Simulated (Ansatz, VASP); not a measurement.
# PdPt (Pt-Pd stack, (111) layers) in two plane-wave programs

Wanted: the spread between two codes on one cell, functional and k mesh. Of the first pair: The structure shown is the start of the Ansatz relaxation below; VASP solves that cell, so the two are compared at the walk's first step.

Method: plane waves, with VASP 6.6.1 beside it; PBEsol, in Ansatz 0.2.0.

### Step 1. The structure

The cell holds 2 atoms: 1 Pt and 1 Pd. Its edges and angles: a = 2.751 Å, b = 2.751 Å, c = 28.292 Å, α = 90.0°, β = 90.0°, γ = 120.0°. It derives from PdPt. Vacuum lies along c. The height across the vacuum is the one that the program set for its solve, not the one typed.

### Step 2. Ansatz: relaxation, PBEsol

Ansatz runs on its default PAW (the set named soft_2) files.

The two programs are compared at the cell with which this relaxation starts, whose forces are those of its first step.

File input.yaml:

```yaml
crystal:
  lattice:
    - [2.75065, 0.0, 0.0]
    - [-1.37532, 2.38213, 0.0]
    - [0.0, 0.0, 13.24589]
  atoms:
    - { symbol: Pt, position: [0.0, 0.0, 0.41522306] }
    - { symbol: Pd, position: [0.33333333, 0.66666667, 0.58477694] }
  periodic: [true, true, false]
kpoints:
  mp_grid: { grid: [12, 12, 1] }
hamiltonian:
  xc: pbesol
scf:
  occupations: { method: gaussian, width: 0.1 }
output:
  forces: true
  stress: true
  eigenvalues: true
  write_density: true
  write_potential: true
  elf: true
  volumetric_format: npy
relax:
  adjacent_minimum: "off"
  f_tol: 0.005
  max_steps: 80
  cell: { stress_2d_tol: 0.02 }
```

Started as:

```
$ ansatz run input.yaml --threads 4 --pin off --max-ram 8192MiB --backend cpu --events-out ev --progress --plain --runs-dir out
```

Numbers of over 12 decimals in the logs are rounded to 6 here.

What it wrote:

```text
Warning: crystal.periodic: the lattice vector that does not repeat stood 0.000° off the slab's normal, 13.246 Å along it as the deck builds it. The run solves the slab on a vector along the normal, 28.292 Å long, with every atom where it was (on the deck's vector they left 11.00 Å outside them, and the widest stretch free of ions among them is 2.25 Å). A fractional position that the run reports is one of the run's ce [...]
crystal.periodic: the lattice vector that does not repeat stood 0.000° off the slab's normal, 13.246 Å along it as the deck builds it. The run solves the slab on a vector along the normal, 28.292 Å long, with every atom where it was (on the deck's vector they left 11.00 Å outside them, and the widest stretch free of ions among them is 2.25 Å). A fractional position that the run reports is one of the run's cell, which [...]
Engine: ansatz 0.2.0, aarch64-unknown-linux-gnu
Pseudopotentials: kind: paw
Pseudopotential: Pt, paw, valence charge 18, recommended cutoff 420 eV (normal), Pt.paw.azcp
Pseudopotential: Pd, paw, valence charge 18, recommended cutoff 420 eV (normal), Pd.paw.azcp
Functional definition: PBEsol
  exchange = pbesol_x
  correlation = pbesol_c
Crystal: 2 atoms, lattice volume = 185.379 Å³
Basis set: ecut = 420 eV, 3641 PW (Γ), exchange–correlation on 40×40×384 points (8 copies of the dense FFT grid, shifted against one another)
Bands: 22, of which v1, the nominal top of the filled ones, is band 18 counted from 1 (17 counted from 0)
Symmetry: 6 space group operations
Space group: P3m1 (ITA 156), of the structure as read, at distance tolerance 5.7e-5 Å
k-points: 19 of 144 (time reversal used)
Non-local potential: Pt, projectors of the file, l = 0: 3, l = 1: 2, l = 2: 2, l = 3: 1
Non-local potential: Pd, projectors of the file, l = 0: 2, l = 1: 2, l = 2: 2, l = 3: 1
PAW form: soft (Blöchl's): semilocal exchange-correlation on the pseudo side does not see the compensation charge
PAW frozen core: Pt, regenerated for the run's functional, and the local potential with it (the file was generated under x = pbe(κ = 0.804, μ = 0.219515), c = pbe(β = 0.066725))
PAW frozen core: Pd, regenerated for the run's functional, and the local potential with it (the file was generated under x = pbe(κ = 0.804, μ = 0.219515), c = pbe(β = 0.066725))
PAW one-centre angular grid: Pt, 590 points (default); XC on 64 Gauss nodes
PAW one-centre angular grid: Pd, 590 points (default); XC on 64 Gauss nodes
Initial density: superposition of atomic densities (neutral atoms: chi_scale 0, normalization atom), corrected by the library's trained network
Initial wavefunctions: pseudopotential atomic-orbital guess
Functional: x = pbesol(κ = 0.804, μ = 0.123457), c = pbesol(β = 0.046)
SCF iter   1: F=—  HF=-19289.085732 eV  |F-HF|=—  |Δ(HF+E_count)|=         —  Δρ=4.46e-3  dr2=3.95e-2  ethr=1.77e-3  ⟨swp⟩=13.9  Hψ=3557  notcnv=0
[...]
SCF iter   4: F=—  HF=-19289.214917 eV  |F-HF|=—  |Δ(HF+E_count)|=   1.57e-5  Δρ=1.40e-4  dr2=7.67e-5  ethr=7.83e-7  ⟨swp⟩=2.9  Hψ=806  notcnv=0
SCF iter   5: F=—  HF=-19289.215023 eV  |F-HF|=—  |Δ(HF+E_count)|=   1.07e-4  Δρ=5.54e-5  dr2=4.50e-5  ethr=2.13e-7  ⟨swp⟩=3.3  Hψ=785  notcnv=0
SCF iter   6: F=—  HF=-19289.215025 eV  |F-HF|=—  |Δ(HF+E_count)|=   1.15e-6  Δρ=2.46e-5  dr2=1.85e-6  ethr=1.25e-7  ⟨swp⟩=1.5  Hψ=486  notcnv=0
SCF iter   7: F=—  HF=-19289.215025 eV  |F-HF|=—  |Δ(HF+E_count)|=   5.85e-7  Δρ=1.09e-5  dr2=2.37e-7  ethr=5.14e-9  ⟨swp⟩=3.2  Hψ=826  notcnv=0
SCF iter   8: F=-19289.215025 eV  HF=-19289.215025 eV  |F-HF|=1.10e-7  |Δ(HF+E_count)|=   1.87e-7  Δρ=5.47e-6  dr2=1.38e-7  ethr=5.56e-10  ⟨swp⟩=21.7  Hψ=5096  notcnv=0
SCF 4 converged in 8 iterations: F = -19289.215025 eV  dr2 = 1.38e-7
relax step   4: F+E_penalty+E_count = -19289.21502524 eV  Δ(F+E_penalty+E_count) = -4.395e-3 eV  max|allowed force component| = 5.505e-3 eV/Å  Δτ_max = 0.0129 Å  P = -0.124 N/m  Ω = 172.811 Å³  energy of the carried Pulay correction = +7.452e-4 eV  fix = [c, alpha, beta]  reactions: c -0.000 N/m  (8 SCF iters, dr2 threshold 2.00e-7 eV, accepted)
[...]
relax step   5: F+E_penalty+E_count = -19289.21504981 eV  Δ(F+E_penalty+E_count) = -2.457e-5 eV  max|allowed force component| = 1.354e-4 eV/Å  Δτ_max = 0.0001 Å  P = -0.005 N/m  Ω = 172.694 Å³  energy of the carried Pulay correction = +7.524e-4 eV  fix = [c, alpha, beta]  reactions: c -0.000 N/m  (6 SCF iters, dr2 threshold 2.56e-8 eV, accepted)
[...]
relax step   6: F+E_penalty+E_count = -19289.21399744 eV  Δ(F+E_penalty+E_count) = +1.052e-3 eV  max|allowed force component| = 2.368e-4 eV/Å  Δτ_max = 0.0000 Å  P = +0.016 N/m  Ω = 172.694 Å³  fix = [c, alpha, beta]  reactions: c +0.000 N/m  stress off target by 1.63e-2 N/m on what of the cell is left free  SCF on the basis re-selected at this cell (its energy is not comparable with the rows above)  (12 SCF iters)
basis re-selected at this cell: Δ(F+E_penalty+E_count) = +1.052e-3 eV, ΔP = +0.021 N/m vs the last step (what re-selecting the basis moved, of the pressure what is left beyond the Pulay correction that the steps carried, after the strain that the cell walked since its last selection, with what the two solves' SCF thresholds leave and, on support functions, any second-order correction that the steps lacked; it is no measure of the basis error at this ecutwfc). The dense FFT grid was sized anew with the basis: this SCF ran on 18×18×192 points, the steps before it on 20×20×192, so part of this shift can come from that change (see relax.cell in the input reference). [rest of the remark cut]
SCF converged after 12 iterations
Free energy (F): -19289.213997 eV
Harris-Foulkes:  -19289.213997 eV  (|F-HF|=1.38e-10)
Internal energy: -19289.187913 eV  (E = F + TS)
E sigma→0 (E₀):  -19289.200955 eV
Entropy (-TS):   -0.026085 eV (-13.042 meV/atom)
Fermi energy:    -5.506510 eV
--- Per-component energies (eV) ---
  E_band       = -1229.728936
  E_kinetic    = 1151.843411
  E_local      = -111922.473835  (includes V_loc(G=0)·N_el)
  E_nonlocal   = 423.187736
  E_hartree    = 55125.761842
  E_xc         = -426.745426
  E_vxc        = -511.815791  (∫ρ·V_xc dr)
  E_paw        = -13001.924028  (= ΣΔE_a)
  E_vpaw       = -621.994659  (= ΣTr[D̂ρ^β])
  E_aug_tail   = 0.000385  (compensation charges beyond the density's cutoff)
  E_ewald      = 49360.572498
  E_core_change = 0.589505  (= ΣΔE_core)
  E_smearing   = -0.026085  (= −TS)
  E_closure    = 0.000000  (closes the sum)
  Σ components = -19289.213997   (vs F -19289.213997, Δ=0.00e0)
--- Forces (eV/Å), atoms counted from 1 ---
  atom   1  Pt     0.00000000     0.00000000    -0.00023731
  atom   2  Pd    -0.00000000    -0.00000000     0.00023621
  max |Σ_I F_I| component: 1.09e-6 eV/Å
--- 2D stress c σ (N/m, compression-positive) ---
        0.016261       0.000000       0.000000
        0.000000       0.016261      -0.000000
        0.000000      -0.000000       0.000000
  P = ½ c Tr σ = 0.0163 N/m
--- Band table (eV; the first three rows and the last of 19) ---
  k-point 0: bands = [... 14 lower, -8.2383, -6.7985, -6.3398, -6.3398, -5.4864, -5.4864, -4.6071, -0.3489]
  k-point 1: bands = [... 14 lower, -8.0741, -7.1714, -6.4129, -6.3619, -5.8511, -5.4987, -3.6792, -0.1540]
  k-point 2: bands = [... 14 lower, -7.7453, -7.6148, -6.9885, -6.5777, -5.5419, -5.3587, -2.3312, 0.4232]
  k-point 18: bands = [... 14 lower, -8.1960, -6.9853, -6.0825, -5.8731, 0.7538, 2.2734, 2.4248, 3.2668]
--- Relaxed structure (5 steps of the walk, 5 accepted, 1 SCFs on fresh bases) ---
  F+E_penalty+E_count = -19289.21399744 eV   max|allowed force component| = 2.368e-4 eV/Å   (the final SCF, on the basis selected at the relaxed cell)
  cell:  # Å, volume = 172.6939 Å³
    - [2.654869, -2.786232441228645e-6, 0]
    - [-1.327432, 2.299185, 0]
    - [0, 0, 28.291784]
  atoms:
    - { symbol: Pt, position: [-1.9028597308246576e-17, -1.5746421724149657e-18, 0.193024] }
    - { symbol: Pd, position: [0.333333, 0.666667, 0.275165] }
```

### Step 3. VASP: single point, PBEsol, start cell, pair 1

The same cell, functional, mesh and smearing now go to VASP, with its own data sets.

Lines of VASP's logs that name or quote its potential files are left out, and so is its time.

File INCAR:

```
SYSTEM = PdPt
PREC = Accurate
ENCUT = 400
EDIFF = 1E-06
NELM = 120
ISMEAR = 0
SIGMA = 0.1
LREAL = .FALSE.
ALGO = Normal
GGA = PS
NBANDS = 16
LASPH = .TRUE.
LORBIT = 11
LWAVE = .FALSE.
LCHARG = .FALSE.
ISIF = 2
LDIPOL = .TRUE.
IDIPOL = 3
DIPOL = 0.5 0.5 0.234
LVHAR = .TRUE.
GGA_COMPAT = .FALSE.
NELMDL = -8
```

File POSCAR:

```
PdPt
1.0
    2.7506480000     -0.0000030000      0.0000000000
   -1.3753220000      2.3821330000      0.0000000000
    0.0000000000      0.0000000000     28.2917840000
Pt Pd
1 1
Direct
    0.0000000000      0.0000000000      0.1944026930
    0.3333336457      0.6666668066      0.2737858807
```

File KPOINTS:

```
Automatic mesh
0
Gamma
12 12 1
0 0 0
```

PAW data sets: Pt and Pd (PBE family, release 64).

Started as:

```
$ mpirun -np 1 vasp_std
```

What it wrote:

```text
[banner, memory and clock lines left out]
running    1 mpi-ranks, on    1 nodes
 distrk:  each k-point on    1 cores,    1 groups
 distr:  one band on    1 cores,    1 groups

 POSCAR found type information on POSCAR PtPd
 POSCAR found :  2 types and       2 ions
|                                                                             |
|               ----> ADVICE to this user running VASP <----                  |
|                                                                             |
|     You enforced a specific xc type in the INCAR file but a different       |
|     [... a line on the potential file left out ...]
|     I HOPE YOU KNOW WHAT YOU ARE DOING!                                     |
|                                                                             |

 LDA part: xc-table for (Slater+PW92), standard interpolation
 POSCAR, INCAR and KPOINTS ok, starting setup
 FFT: planning ... GRIDC
 FFT: planning ... GRID_SOFT
 FFT: planning ... GRID
 WAVECAR not read
 entering main loop
       N       E                     dE             d eps       ncg     rms          rms(c)
DAV:   1     0.115004499330E+03    0.11500E+03   -0.65008E+03   624   0.769E+02
DAV:   2    -0.796024183439E+01   -0.12296E+03   -0.11503E+03   848   0.171E+02
DAV:   3    -0.123394660018E+02   -0.43792E+01   -0.43269E+01   704   0.408E+01
DAV:   4    -0.123943465433E+02   -0.54881E-01   -0.54832E-01   864   0.469E+00
DAV:   5    -0.123951679629E+02   -0.82142E-03   -0.82136E-03   856   0.444E-01
DAV:   6    -0.123951916467E+02   -0.23684E-04   -0.23683E-04   896   0.588E-02
DAV:   7    -0.123951924260E+02   -0.77929E-06   -0.77968E-06   760   0.571E-03
DAV:   8    -0.123951924534E+02   -0.27401E-07   -0.27017E-07   624   0.125E-03    0.119E+01
DAV:   9    -0.141042832322E+02   -0.17091E+01   -0.27045E+01   728   0.384E+01    0.160E+01
DAV:  10    -0.115798199966E+02    0.25245E+01   -0.69778E+00   760   0.239E+01    0.476E+00
DAV:  11    -0.115552378086E+02    0.24582E-01   -0.24724E-01   744   0.333E+00    0.172E+00
DAV:  12    -0.115525007853E+02    0.27370E-02   -0.10039E-01   760   0.284E+00    0.781E-01
DAV:  13    -0.115453220138E+02    0.71788E-02   -0.17976E-02   800   0.132E+00    0.221E-01
DAV:  14    -0.115450408062E+02    0.28121E-03   -0.53729E-03   776   0.630E-01    0.147E-01
[...]
DAV:  20    -0.115449796552E+02   -0.34840E-04   -0.44685E-06   760   0.157E-02    0.207E-03
DAV:  21    -0.115450271929E+02   -0.47538E-04   -0.30215E-06   712   0.510E-03    0.129E-03
DAV:  22    -0.115450351364E+02   -0.79434E-05   -0.10724E-06   672   0.284E-03    0.627E-04
DAV:  23    -0.115450503061E+02   -0.15170E-04   -0.65473E-07   544   0.252E-03    0.775E-04
DAV:  24    -0.115450571833E+02   -0.68772E-05   -0.38120E-07   672   0.201E-03    0.222E-04
DAV:  25    -0.115450584715E+02   -0.12882E-05   -0.20389E-08   696   0.467E-04    0.128E-04
DAV:  26    -0.115450600498E+02   -0.15783E-05   -0.44985E-08   648   0.520E-04    0.133E-04
DAV:  27    -0.115450604468E+02   -0.39699E-06   -0.96089E-09   680   0.460E-04
   1 F= -.11545060E+02 E0= -.11530312E+02  d E =-.294976E-01
```

From OUTCAR (step 3):

```text
ion  position               nearest neighbor table
   1  0.000  0.000  0.194-   2 2.75   2 2.75   2 2.75
   2  0.333  0.667  0.274-   1 2.75   1 2.75   1 2.75

  LATTYP: Found a hexagonal cell.
 ALAT       =     2.7506480000
 C/A-ratio  =    10.2854978172

 Subroutine GETGRP returns: Found  6 space group operations
 (whereof  6 operations were pure point group operations)

The static configuration has the point symmetry C_3v.

 Found     19 irreducible k-points:

   k-points           NKPTS =     19   k-points in BZ     NKDIM =     19   number of bands    NBANDS=     16

   dimension x,y,z NGX =    18 NGY =   18 NGZ =  192
   dimension x,y,z NGXF=    36 NGYF=   36 NGZF=  384

   ENCUT  =  400.0 eV  29.40 Ry    5.42 a.u.   4.49  4.49 46.14*2*pi/ulx,y,z

   NELECT =      20.0000    total number of electrons

 k-points in reciprocal lattice and weights: Automatic mesh
   0.00000000  0.00000000  0.00000000       0.007
   0.08333333  0.00000000  0.00000000       0.042
   0.16666667  0.00000000  0.00000000       0.042
   0.25000000  0.00000000  0.00000000       0.042
   0.33333333  0.00000000  0.00000000       0.042
   0.41666667  0.00000000  0.00000000       0.042
   0.50000000  0.00000000  0.00000000       0.021
   0.08333333  0.08333333  0.00000000       0.042
   0.16666667  0.08333333  0.00000000       0.083
[...]
0.33333333  0.25000000  0.00000000       0.083
   0.33333333  0.33333333  0.00000000       0.014

 dipolmoment           0.000000      0.000000     -0.019263 electrons x Angstroem

 average (electrostatic) potential at core
       1 -76.2996       2 -82.8767

 E-fermi :  -3.0099

 k-point     1 :       0.0000    0.0000    0.0000
  band No.  band energies     occupation
    ...
      8      -4.0362      2.00000
      9      -3.9435      2.00000
     10      -3.9435      2.00000
     11      -3.0207      1.12116
     12      -3.0207      1.12116
     13      -1.7215      0.00000
     14       2.1668      0.00000
     15       2.5418      0.00000
     16       2.8184      0.00000

 k-point     2 :       0.0833    0.0000    0.0000
  band No.  band energies     occupation
    ...
      8      -4.5102      2.00000
      9      -4.0038      2.00000
     10      -3.6980      2.00000
     11      -3.3022      1.99996
     12      -3.0179      1.09065
     13      -0.9717      0.00000
     14       2.3505      0.00000
     15       2.7213      0.00000
     16       3.0158      0.00000

 k-point     3 :       0.1667    0.0000    0.0000
  band No.  band energies     occupation
    ...
      7      -4.9971      2.00000
      8      -4.9935      2.00000
      9      -4.1911      2.00000
     10      -4.1112      2.00000
     11      -3.0234      1.15187
     12      -2.7613      0.00044
     13       0.2801      0.00000
     14       2.8972      0.00000
     15       3.2585      0.00000
     16       3.6036      0.00000

  Total       -3.4814408     -3.4814421      0.0698968      0.0000009      0.0000000     -0.0000000
  in kB      -30.0890523    -30.0890638      0.6040968      0.0000076      0.0000000     -0.0000000
  external PRESSURE =     -19.8580064 kB  Pullay stress =       0.0000000 kB

  energy-cutoff  :      400.00
  volume of cell :      185.38
      direct lattice vectors                 reciprocal lattice vectors
     2.750648000 -0.000003000  0.000000000     0.363550927  0.209895748  0.000000000
    -1.375322000  2.382133000  0.000000000     0.000000458  0.419792106  0.000000000
     0.000000000  0.000000000 28.291784000     0.000000000  0.000000000  0.035345951

 POSITION                                       TOTAL-FORCE (eV/Angst)
 -----------------------------------------------------------------------------------
      0.00000      0.00000      5.50000         0.000000     -0.000000     -0.058765
      0.00000      1.58809      7.74589        -0.000000      0.000000      0.058765
 -----------------------------------------------------------------------------------
    total drift:                               -0.000141     -0.000070      0.000198

  FREE ENERGIE OF THE ION-ELECTRON SYSTEM (eV)
  ---------------------------------------------------
  free  energy   TOTEN  =       -11.5450604468 eV

  energy  without entropy=      -11.5155628731  energy(sigma->0) =      -11.53031166

 vacuum level on the upper side and lower side of the slab         2.271         2.804

 total charge
# of ion       s       p       d       tot
------------------------------------------
    1        0.644   0.464   8.001   9.109
    2        0.440   0.386   8.486   9.311
--------------------------------------------------
tot          1.083   0.850  16.487  18.420

[... 3 further parts left out ...]
```

The run ends at a pressure of -1.99 GPa, with forces up to 0.059 eV/Å.

### Step 4. Differences

Known differences besides the potentials themselves: Ansatz cuts the interaction across the vacuum, VASP repeats the sheet with a dipole correction (LDIPOL); the data sets hold 36 valence electrons in Ansatz (on its default PAW (the set named soft_2) files) and 20 in VASP; the cutoff is 420 eV in Ansatz and 400 eV in VASP; Ansatz makes its cores anew for this functional, VASP keeps those of its PBE data sets. Total energies have different zeros and are not compared.

Forces (eV/Å; atoms numbered as in POSCAR):

```csv
atom,"Ansatz x, y, z","VASP x, y, z"
Pt1,"0.000, 0.000, -0.077","0.000, 0.000, -0.059"
Pd2,"0.000, 0.000, 0.077","0.000, 0.000, 0.059"
```

The forces differ by 11 meV/Å r.m.s., which is 31.4 % of the r.m.s. force of 0.034 eV/Å (both taken over all components). Where the cell holds vacuum, a pressure given here is an average over it and none of the material.

### Step 5. Ansatz: relaxation, PBEsol

This run makes the geometry at which the two programs are then compared.

The structure compared here is the end of the Ansatz relaxation.

This is the run of step 2 again, met here at its other cell.

[end of part 1 of 2]

[Lines on the potential files, build, host, timing and source positions are cut from VASP's logs without a mark.]

[Logs are printed without paths, hosts, clocks, repeated set-up lines and the standing remarks that a program may print on its own settings, such as how far it seeks lower states.]

[Hosts, paths, dates, database ids (printed as entryN), source tags and the programs' standing remarks are cut or masked in the printed files.]
